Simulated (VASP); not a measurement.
Crystal: Sn.

```
Sn
1.0
     0.00000    3.23334    3.23334
     3.23334    0.00000    3.23334
     3.23334    3.23334    0.00000
Sn
2
Direct
  0.00000 0.00000 0.00000
  0.25000 0.25000 0.25000
```

This isn't the form of Sn at room conditions, which is tetragonal (white tin).

* Program: VASP 6.6.1
* Task: relaxation of cell and atoms
* Functional: PBE
* Potentials or basis: VASP PAW PBE potentials, release 64 (Sn_d)
* Cutoff: 600 eV
* k mesh: 10 × 10 × 10
* Occupations: gaussian, width 0.03 eV
* Spin: no spin polarisation

At the start: pressure 3.8 GPa; volume 33.80 Å³/atom.

Question: Where does the relaxation end?

Answer: Over 3 steps the energy falls by 32.2 meV/atom and the volume is 36.80 Å³/atom (+8.9 %); space group Fd-3m (No. 227, to 0.05 Å).

The path:
| step | energy change (eV) | largest force (eV/Å) | pressure (GPa) | volume (Å³) |
| --- | --- | --- | --- | --- |
| 1 | 0.0000 | 0.0000 | 3.76 | 67.61 |
| 2 | -0.0587 | 0.0000 | -0.90 | 75.67 |
| 3 | -0.0645 | 0.0000 | 0.00 | 73.60 |

Final structure:
```cif
data_structure
_symmetry_space_group_name_H-M 'P 1'
_symmetry_Int_Tables_number 1
_cell_length_a 4.7039
_cell_length_b 4.7039
_cell_length_c 4.7039
_cell_angle_alpha 60.000
_cell_angle_beta 60.000
_cell_angle_gamma 60.000
_cell_volume 73.60
loop_
_atom_site_label
_atom_site_type_symbol
_atom_site_fract_x
_atom_site_fract_y
_atom_site_fract_z
_atom_site_occupancy
Sn1 Sn 0.00000 0.00000 0.00000 1
Sn2 Sn 0.25000 0.25000 0.25000 1
```
